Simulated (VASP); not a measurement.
An input for Quantum ESPRESSO's pw.x (written as the equivalent of a VASP run, and not itself run):

```
&CONTROL
  calculation = 'vc-relax'
  pseudo_dir = './pseudo'
  outdir = './out'
  tprnfor = .true.
  tstress = .true.
  nstep = 40
  forc_conv_thr = 0.00039
/
&SYSTEM
  ibrav = 0
  nat = 2
  ntyp = 2
  ecutwfc = 84
  occupations = 'smearing'
  smearing = 'gaussian'
  degauss = 0.003675
  input_dft = 'pbe'
/
&ELECTRONS
  conv_thr = 7.3e-08
  electron_maxstep = 100
/
&IONS
/
&CELL
/
ATOMIC_SPECIES
  B 10.810 B.upf
  N 14.007 N.upf
CELL_PARAMETERS angstrom
     0.0000000    1.8436500    1.8436500
     1.8436500    0.0000000    1.8436500
     1.8436500    1.8436500    0.0000000
ATOMIC_POSITIONS crystal
  B   -0.0189841  0.0189841  0.0461042
  N    0.2500000  0.2500000  0.2500000
K_POINTS automatic
  9 9 9 0 0 0
```

Question: Write the VASP files for the same calculation (PBE).

Answer: This is not unique; one that fits is 
### KPOINTS
```
kpoints
0
gamma
  9 9 9
0 0 0
```

### POSCAR
```
BN
1.0
  0.0000000000   1.8436500000   1.8436500000
  1.8436500000   0.0000000000   1.8436500000
  1.8436500000   1.8436500000   0.0000000000
B N
1 1
Direct
 -0.0189840805   0.0189840805   0.0461041955
  0.2500000000   0.2500000000   0.2500000000
```

### INCAR
```
EDIFFG = -0.01   # ionic stop
EDIFF = 1E-6   # SCF stop (eV)
SIGMA = 0.05   # width (eV)
ISMEAR = 0   # Gaussian
ISIF = 3   # ions, shape and volume
SYSTEM = BN
IBRION = 2   # conjugate gradients
ENCUT = 520
LREAL = F
LWAVE = F
GGA = PE   # PBE
LASPH = T   # aspherical one-centre terms
PREC = Accurate
NELM = 100
NSW = 40   # most ionic steps
LCHARG = F
ALGO = Normal
```

POTCAR, in this order: B N (PBE.64 set). Program: vasp_std.

What does not carry over: the potentials are each code's own (VASP's PAW set, PseudoDojo norm-conserving files in pw.x), so ENCUT and ecutwfc are chosen apart and not converted; conv_thr bounds pw.x's estimated SCF error, while EDIFF bounds the energy change between steps; forc_conv_thr acts on force components and is met together with etot_conv_thr.

The compound is BN in the zinc blende structure. In the starting cell atoms are displaced from their ideal sites. This run relaxes it.
